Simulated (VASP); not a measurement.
Consider the following.

```
CELL_PARAMETERS angstrom
      0.00000     2.38768     2.38768
      2.38768     0.00000     2.38768
      2.38768     2.38768     0.00000
ATOMIC_POSITIONS crystal
  B  0.00000 0.00000 0.00000
  As 0.25000 0.25000 0.25000
```

These are AM05 GGA, VASP's PBE PAW potentials (set 64) (plane waves; VASP 6.6.1) values and carry that method's errors. Settings: 520 eV cut-off, Gaussian smearing of 0.050 eV, potentials B As.

### Question
Predict the band gap (along the path) with the smallest direct gap where there is one.

### Answer

| Property | Value |
|---|---|
| band gap (along the path) | 1.11 eV |
| smallest direct gap (along the path) | 3.23 eV |

Only differences to runs with the same potentials and settings are physical.

The compound is BAs in the zinc blende structure. It was relaxed first.
